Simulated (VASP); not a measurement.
Consider the following.

```yaml
crystal:
  lattice:
    - [-0.00533, 5.26103, 5.27868]
    - [5.26103, -0.00533, 5.27868]
    - [2.62785, 2.62785, 0.00000]
  atoms:
    - { symbol: Zn, position: [0.99845, 0.99845, 0.00310] }
    - { symbol: Se, position: [0.13865, 0.13865, 0.22271] }
    - { symbol: Se, position: [0.13124, 0.60644, 0.26232] }
    - { symbol: Se, position: [0.60644, 0.13124, 0.26232] }
    - { symbol: Se, position: [0.62493, 0.62493, 0.25013] }
    - { symbol: Be, position: [0.00004, 0.50037, 0.99959] }
    - { symbol: Be, position: [0.50037, 0.00004, 0.99959] }
    - { symbol: Be, position: [0.49988, 0.49988, 0.00024] }
```

Method: PBEsol GGA, VASP's PBE PAW potentials (set 64) (plane waves; VASP). Settings: 400 eV cut-off, 4×4×8 Γ-centred mesh, tetrahedra with Blöchl corrections, potentials Zn Se Be.

Task: Estimate the energy per atom (σ→0), band gap (on the k-mesh) with the smallest direct gap where there is one.

Result: 
| Quantity | Value |
|---|---|
| band gap (on the k-mesh) | 2.26 eV |
| smallest direct gap (on the k-mesh) | 2.31 eV |
| energy per atom (σ→0) | -4361 meV/atom |

The absolute energy has meaning only against runs of the same code, potentials and settings.

The structure was generated: Be3ZnSe4 was put into an ordered model structure (Amm2), which need not be its known phase. It was relaxed first.
